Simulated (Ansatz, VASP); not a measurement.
**TaN in two plane-wave programs**

One calculation is typed for both programs; each brings its own data sets. How far apart do they land? The cell is taken from a series of runs on this material, whose earlier steps may have relaxed, scaled, displaced or heated it; both programs get it as it stands.

Calculated with Ansatz 0.2.0; plane waves, with VASP 6.6.1 beside it; zone-centre phonons at PBEsol.

**1. The structure**

Symmetry: P-6m2, No. 187, hexagonal system. Conventional cell: a = 2.941 Å, b = 2.941 Å, c = 2.784 Å, α = 90.00°, β = 90.00°, γ = 120.00°. Nearest to N lie 6 Ta at 2.20 Å. Nearest to Ta lie 6 N at 2.20 Å. Farther neighbours and most contacts between anions are not listed.

Structure file:

```
N Ta
1.0
     2.94050    0.00000    0.00000
    -1.47025    2.54655    0.00000
     0.00000    0.00000    2.78449
N Ta
1 1
Direct
  0.66667 0.33333 0.00000
  0.00000 0.00000 0.50000
```

**2. VASP: zone-centre phonons, PBEsol**

Second derivatives magnify differences that forces hide, and they need a tight electronic threshold.

Lines of VASP's logs that name or quote its potential files are left out, and so is its time.

The input, INCAR:

```
SYSTEM = TaN
PREC = Accurate
ENCUT = 600
EDIFF = 1E-08
NELM = 120
ISMEAR = 1
SIGMA = 0.2
LREAL = .FALSE.
ALGO = Normal
GGA = PS
NBANDS = 14
LASPH = .TRUE.
LORBIT = 11
LWAVE = .FALSE.
LCHARG = .FALSE.
ISIF = 2
IBRION = 8
GGA_COMPAT = .FALSE.
KPAR = 2
```

The input, POSCAR:

```
TaN
1.0
    2.9405018342      0.0000000000      0.0000000000
   -1.4702509171      2.5465492883      0.0000000000
    0.0000000000      0.0000000000      2.7844884537
N Ta
1 1
Direct
    0.6666666695      0.3333333305      0.0000000000
    0.9999999972      0.0000000028      0.5000000000
```

The input, KPOINTS:

```
Automatic mesh
0
Gamma
18 18 16
0 0 0
```

Potentials, in the order of the species: N and Ta_pv (PBE family, release 64).

Launch:

```sh
$ mpirun -np 2 vasp_std
```

Numbers of over 12 decimals in the logs are rounded to 6 here.

The log of the run:

```text
[banner, memory and clock lines left out]
running    2 mpi-ranks, on    1 nodes
 distrk:  each k-point on    1 cores,    2 groups
 distr:  one band on    1 cores,    1 groups

 POSCAR found type information on POSCAR N Ta
 POSCAR found :  2 types and       2 ions
|                                                                             |
|               ----> ADVICE to this user running VASP <----                  |
|                                                                             |
|     You enforced a specific xc type in the INCAR file but a different       |
|     [... a line on the potential file left out ...]
|     I HOPE YOU KNOW WHAT YOU ARE DOING!                                     |
|                                                                             |

 LDA part: xc-table for (Slater+PW92), standard interpolation
 POSCAR, INCAR and KPOINTS ok, starting setup
 FFT: planning ... GRIDC
 FFT: planning ... GRID_SOFT
 FFT: planning ... GRID
 WAVECAR not read
 entering main loop
       N       E                     dE             d eps       ncg     rms          rms(c)
DAV:   1     0.103202686759E+03    0.10320E+03   -0.97406E+03  9324   0.134E+03
DAV:   2    -0.224704682128E+02   -0.12567E+03   -0.11917E+03 11340   0.349E+02
DAV:   3    -0.260456559326E+02   -0.35752E+01   -0.35541E+01 10866   0.578E+01
DAV:   4    -0.260635629419E+02   -0.17907E-01   -0.17904E-01 11064   0.433E+00
DAV:   5    -0.260636729943E+02   -0.11005E-03   -0.11005E-03 11112   0.324E-01    0.256E+01
DAV:   6    -0.238620111492E+02    0.22017E+01   -0.38428E+00 11212   0.247E+01    0.110E+01
DAV:   7    -0.237876574639E+02    0.74354E-01   -0.36276E-01 11568   0.610E+00    0.748E+00
DAV:   8    -0.237586484643E+02    0.29009E-01   -0.11742E-01 12570   0.327E+00    0.163E+00
DAV:   9    -0.237534010480E+02    0.52474E-02   -0.10843E-02 10434   0.946E-01    0.180E-01
DAV:  10    -0.237533316388E+02    0.69409E-04   -0.58041E-04 12678   0.297E-01    0.148E-01
DAV:  11    -0.237532879104E+02    0.43728E-04   -0.67925E-05 10602   0.862E-02    0.163E-02
DAV:  12    -0.237532877295E+02    0.18097E-06   -0.54879E-06 12132   0.209E-02    0.342E-03
DAV:  13    -0.237532877489E+02   -0.19408E-07   -0.21614E-08 10358   0.143E-03    0.267E-03
DAV:  14    -0.237532876851E+02    0.63743E-07   -0.28731E-08 12054   0.163E-03    0.126E-04
DAV:  15    -0.237532876772E+02    0.79001E-08   -0.65363E-10  6390   0.272E-04
   1 F= -.23753288E+02 E0= -.23753599E+02  d E =0.935029E-03
 Linear response reoptimize wavefunctions to high precision
DAV:   1    -0.237532876815E+02   -0.43062E-08   -0.58728E-11  7614   0.777E-05
DAV:   2    -0.237532876815E+02    0.70486E-11   -0.36930E-12  6018   0.196E-05
 Linear response DOF=           4
 Linear response progress:
  Degree of freedom:   1/  4
       N       E                     dE             d eps       ncg     rms          rms(c)
RMM:   1    -0.233441290836E+00   -0.23344E+00    0.11983E-01 95793   0.291E+00
RMM:   2    -0.227193741013E+00    0.62475E-02   -0.31577E-03 69850   0.482E-01    0.192E-01
RMM:   3    -0.228011566671E+00   -0.81783E-03   -0.60814E-04 66476   0.162E-01    0.104E-01
RMM:   4    -0.229202861819E+00   -0.11913E-02   -0.32710E-04 67962   0.119E-01    0.269E-02
RMM:   5    -0.229252487545E+00   -0.49626E-04   -0.13357E-05 78659   0.285E-02    0.269E-03
RMM:   6    -0.229253018294E+00   -0.53075E-06   -0.14773E-06 79184   0.571E-03    0.128E-03
RMM:   7    -0.229246275058E+00    0.67432E-05   -0.20809E-07 81838   0.190E-03    0.929E-04
RMM:   8    -0.229247953481E+00   -0.16784E-05   -0.15158E-07 80823   0.678E-04    0.244E-04
RMM:   9    -0.229245334942E+00    0.26185E-05    0.46731E-08 73644   0.324E-04    0.216E-05
RMM:  10    -0.229245165761E+00    0.16918E-06   -0.44606E-08 85865   0.105E-04    0.184E-05
RMM:  11    -0.229245164689E+00    0.10724E-08   -0.83847E-09 84911   0.326E-05    0.513E-06
 first order change of Fermi-energy   0.17359E-04
 force on displaced ion       1 direction 1 : -14.994   0.001   0.000
 Linear response progress:
  Degree of freedom:   2/  4
       N       E                     dE             d eps       ncg     rms          rms(c)
RMM:   1    -0.236776175001E+00   -0.23678E+00    0.13994E-01 32704   0.297E+00
RMM:   2    -0.230484625734E+00    0.62915E-02   -0.38725E-03 25131   0.516E-01    0.148E-01
RMM:   3    -0.231349855354E+00   -0.86523E-03   -0.83535E-04 23722   0.177E-01    0.766E-02
RMM:   4    -0.232643105560E+00   -0.12933E-02   -0.39270E-04 24347   0.124E-01    0.220E-02
RMM:   5    -0.232767081980E+00   -0.12398E-03   -0.19610E-05 26589   0.352E-02    0.325E-03
RMM:   6    -0.232764391383E+00    0.26906E-05   -0.17603E-06 27024   0.807E-03    0.109E-03
RMM:   7    -0.232756302974E+00    0.80884E-05   -0.22707E-07 26686   0.256E-03    0.395E-04
RMM:   8    -0.232758125427E+00   -0.18225E-05   -0.40591E-08 28710   0.852E-04    0.145E-04
RMM:   9    -0.232757852275E+00    0.27315E-06   -0.91844E-09 28604   0.278E-04    0.342E-05
RMM:  10    -0.232757565782E+00    0.28649E-06   -0.78526E-10 29429   0.961E-05    0.110E-05
RMM:  11    -0.232757603796E+00   -0.38014E-07   -0.99068E-11 29000   0.340E-05    0.281E-06
RMM:  12    -0.232757619721E+00   -0.15926E-07    0.13995E-09 28234   0.130E-05    0.124E-06
RMM:  13    -0.232757622178E+00   -0.24564E-08    0.14102E-09 21236   0.516E-06    0.304E-07
 first order change of Fermi-energy  -0.12008E-04
 force on displaced ion       1 direction 3 :  -0.000   0.000 -17.245
 Linear response progress:
  Degree of freedom:   3/  4
       N       E                     dE             d eps       ncg     rms          rms(c)
RMM:   1    -0.134711919817E+00   -0.13471E+00    0.11518E+01 42149   0.251E+01
RMM:   2    -0.163584406870E+00   -0.28872E-01   -0.26632E-02 64847   0.151E+00    0.191E-01
RMM:   3    -0.162294192369E+00    0.12902E-02   -0.26495E-03 73960   0.330E-01    0.108E-01
RMM:   4    -0.161385223425E+00    0.90897E-03   -0.32696E-04 82199   0.123E-01    0.383E-02
RMM:   5    -0.161101927403E+00    0.28330E-03   -0.10004E-04 87288   0.331E-02    0.630E-03
RMM:   6    -0.161107234281E+00   -0.53069E-05   -0.91617E-05 83734   0.117E-02    0.197E-03
RMM:   7    -0.161109882806E+00   -0.26485E-05   -0.50126E-05 91021   0.384E-03    0.477E-04
RMM:   8    -0.161112163934E+00   -0.22811E-05   -0.27661E-05 92249   0.142E-03    0.193E-04
RMM:   9    -0.161113522792E+00   -0.13589E-05   -0.14742E-05 83932   0.653E-04    0.452E-05
RMM:  10    -0.161113833492E+00   -0.31070E-06   -0.69495E-06 89495   0.312E-04    0.205E-05
RMM:  11    -0.161113970777E+00   -0.13728E-06   -0.36379E-06 92350   0.143E-04    0.682E-06
RMM:  12    -0.161113987818E+00   -0.17041E-07   -0.19716E-06 95021   0.730E-05    0.745E-06
RMM:  13    -0.161113989190E+00   -0.13718E-08   -0.11393E-06 88097   0.407E-05    0.128E-05
RMM:  14    -0.161114014989E+00   -0.25799E-07   -0.62633E-07 83236   0.251E-05    0.923E-06
RMM:  15    -0.161114035110E+00   -0.20121E-07   -0.34019E-07 86900   0.159E-05    0.640E-06
RMM:  16    -0.161114040201E+00   -0.50915E-08   -0.20837E-07 63730   0.951E-06    0.676E-06
RMM:  17    -0.161114045172E+00   -0.49712E-08   -0.88240E-08 77895   0.718E-06    0.485E-06
 first order change of Fermi-energy  -0.47549E-04
 force on displaced ion       2 direction 1 : -14.991   0.001   0.000
 Linear response progress:
  Degree of freedom:   4/  4
       N       E                     dE             d eps       ncg     rms          rms(c)
RMM:   1    -0.144416676510E+00   -0.14442E+00    0.10402E+01 15053   0.245E+01
RMM:   2    -0.173291860051E+00   -0.28875E-01   -0.26713E-02 22220   0.149E+00    0.141E-01
RMM:   3    -0.172533650320E+00    0.75821E-03   -0.21332E-03 26003   0.299E-01    0.758E-02
RMM:   4    -0.171953303306E+00    0.58035E-03   -0.20751E-04 27609   0.103E-01    0.228E-02
RMM:   5    -0.171811595427E+00    0.14171E-03   -0.43201E-05 29372   0.300E-02    0.656E-03
RMM:   6    -0.171789583712E+00    0.22012E-04   -0.51638E-05 27974   0.111E-02    0.102E-03
RMM:   7    -0.171791047022E+00   -0.14633E-05   -0.31164E-05 30159   0.350E-03    0.390E-04
RMM:   8    -0.171792949040E+00   -0.19020E-05   -0.18182E-05 31347   0.139E-03    0.152E-04
RMM:   9    -0.171793829705E+00   -0.88067E-06   -0.10611E-05 28882   0.629E-04    0.550E-05
RMM:  10    -0.171794203076E+00   -0.37337E-06   -0.58660E-06 29334   0.352E-04    0.196E-05
RMM:  11    -0.171794781322E+00   -0.57825E-06   -0.34141E-06 29532   0.194E-04    0.280E-05
RMM:  12    -0.171794441771E+00    0.33955E-06   -0.19778E-06 26872   0.118E-04    0.573E-06
RMM:  13    -0.171794450676E+00   -0.89051E-08   -0.12702E-06 30504   0.604E-05    0.668E-06
RMM:  14    -0.171794421969E+00    0.28707E-07   -0.77806E-07 30215   0.382E-05    0.996E-06
RMM:  15    -0.171794479269E+00   -0.57300E-07   -0.47553E-07 27092   0.268E-05    0.665E-06
RMM:  16    -0.171794567813E+00   -0.88544E-07   -0.28610E-07 29336   0.243E-05    0.202E-06
RMM:  17    -0.171794650655E+00   -0.82842E-07   -0.16916E-07 29196   0.185E-05    0.465E-06
RMM:  18    -0.171794662328E+00   -0.11673E-07   -0.97638E-08 30023   0.878E-06    0.478E-06
RMM:  19    -0.171794630965E+00    0.31363E-07   -0.63286E-08 26951   0.809E-06    0.239E-06
RMM:  20    -0.171794613732E+00    0.17233E-07   -0.49425E-08 27963   0.596E-06    0.109E-06
RMM:  21    -0.171794603438E+00    0.10294E-07   -0.32865E-08 25789   0.437E-06    0.355E-07
RMM:  22    -0.171794599803E+00    0.36349E-08   -0.21539E-08 18416   0.345E-06    0.102E-07
 first order change of Fermi-energy  -0.78434E-03
 force on displaced ion       2 direction 3 :   0.000   0.000 -17.247
 Linear response finished
```

Parts of OUTCAR (step 2):

```text
ion  position               nearest neighbor table
   1  0.667  0.333  0.000-   2 2.20   2 2.20   2 2.20   2 2.20   2 2.20   2 2.20
   2  1.000  0.000  0.500-   1 2.20   1 2.20   1 2.20   1 2.20   1 2.20   1 2.20

  LATTYP: Found a hexagonal cell.
 ALAT       =     2.9405018342
 C/A-ratio  =     0.9469432807

 Subroutine GETGRP returns: Found 12 space group operations
 (whereof 12 operations were pure point group operations)

The static configuration has the point symmetry D_3h.

 Found    333 irreducible k-points:

   k-points           NKPTS =    333   k-points in BZ     NKDIM =    333   number of bands    NBANDS=     14

   dimension x,y,z NGX =    24 NGY =   24 NGZ =   24
   dimension x,y,z NGXF=    48 NGYF=   48 NGZF=   48

   ENCUT  =  600.0 eV  44.10 Ry    6.64 a.u.   5.87  5.87  5.56*2*pi/ulx,y,z

   NELECT =      16.0000    total number of electrons

 k-points in reciprocal lattice and weights: Automatic mesh
   0.00000000  0.00000000  0.00000000       0.000
   0.05555556  0.00000000  0.00000000       0.001
   0.11111111  0.00000000  0.00000000       0.001
   0.16666667  0.00000000  0.00000000       0.001
   0.22222222  0.00000000  0.00000000       0.001
   0.27777778  0.00000000  0.00000000       0.001
   0.33333333  0.00000000  0.00000000       0.001
   0.38888889  0.00000000  0.00000000       0.001
   0.44444444  0.00000000  0.00000000       0.001
[...]
0.33333333  0.27777778  0.50000000       0.002
   0.33333333  0.33333333  0.50000000       0.000

 average (electrostatic) potential at core
       1 -61.4662       2 -34.3283

  Total        0.1074720      0.1074720      3.5252736      0.0000000      0.0000000      0.0000000
  in kB        8.2582285      8.2582285    270.8846811      0.0000000      0.0000000      0.0000000
  external PRESSURE =      95.8003794 kB  Pullay stress =       0.0000000 kB

  energy-cutoff  :      600.00
  volume of cell :       20.85
      direct lattice vectors                 reciprocal lattice vectors
     2.940501834  0.000000000  0.000000000     0.340078006  0.196344128  0.000000000
    -1.470250917  2.546549288  0.000000000     0.000000000  0.392688256  0.000000000
     0.000000000  0.000000000  2.784488454     0.000000000  0.000000000  0.359132392

 POSITION                                       TOTAL-FORCE (eV/Angst)
 -----------------------------------------------------------------------------------
      1.47025      0.84885      0.00000        -0.000000      0.000000      0.000000
      2.94050      0.00000      1.39224         0.000000      0.000000      0.000000
 -----------------------------------------------------------------------------------
    total drift:                               -0.000005      0.000003     -0.000000

 Eigenvectors and eigenvalues of the dynamical matrix
 ----------------------------------------------------

   1 f  =   18.008794 THz   113.152591 2PiTHz  600.708713 cm-1    74.478355 meV
             X         Y         Z           dx          dy          dz
      1.470251  0.848850  0.000000     0.000000    0.000000   -0.963416
      2.940502  0.000000  1.392244    -0.000000   -0.000000    0.268010

   2 f  =   16.792279 THz   105.509004 2PiTHz  560.130151 cm-1    69.447257 meV
             X         Y         Z           dx          dy          dz
      1.470251  0.848850  0.000000    -0.000000   -0.963428   -0.000000
      2.940502  0.000000  1.392244     0.000000    0.267967    0.000000

   3 f  =   16.792279 THz   105.509004 2PiTHz  560.130151 cm-1    69.447257 meV
             X         Y         Z           dx          dy          dz
      1.470251  0.848850  0.000000    -0.963428   -0.000000   -0.000000
      2.940502  0.000000  1.392244     0.267967   -0.000000    0.000000

   4 f/i=    0.000373 THz     0.002341 2PiTHz    0.012426 cm-1     0.001541 meV
             X         Y         Z           dx          dy          dz
      1.470251  0.848850  0.000000    -0.000000    0.000000    0.268010
      2.940502  0.000000  1.392244     0.000000    0.000000    0.963416

   5 f/i=    0.000408 THz     0.002561 2PiTHz    0.013595 cm-1     0.001686 meV
             X         Y         Z           dx          dy          dz
      1.470251  0.848850  0.000000    -0.000000    0.267967   -0.000000
      2.940502  0.000000  1.392244     0.000000    0.963428   -0.000000

   6 f/i=    0.000408 THz     0.002561 2PiTHz    0.013595 cm-1     0.001686 meV
             X         Y         Z           dx          dy          dz
      1.470251  0.848850  0.000000    -0.267967   -0.000000   -0.000000
      2.940502  0.000000  1.392244    -0.963428   -0.000000    0.000000

 ELASTIC MODULI CONTR FROM IONIC RELAXATION (kBar)
 Direction    XX          YY          ZZ          XY          YZ          ZX
 --------------------------------------------------------------------------------
 XX         -51.9947     51.9947      0.0000      0.0000      0.0000      0.0000
 YY          51.9947    -51.9947      0.0000     -0.0000      0.0000      0.0000
 ZZ           0.0000      0.0000      0.0000      0.0000      0.0000      0.0000
 XY           0.0000     -0.0000      0.0000    -51.9947      0.0000      0.0000
 YZ           0.0000      0.0000      0.0000      0.0000      0.0000      0.0000
 ZX           0.0000      0.0000      0.0000      0.0000      0.0000      0.0000
 --------------------------------------------------------------------------------
```

[end of part 1 of 2]

[Lines on the potential files, build, host, timing and source positions are cut from VASP's logs without a mark.]

[Logs are printed without paths, hosts, clocks, repeated set-up lines and the standing remarks that a program may print on its own settings, such as how far it seeks lower states.]

[Hosts, paths, dates, database ids (printed as entryN), source tags and the programs' standing remarks are cut or masked in the printed files.]
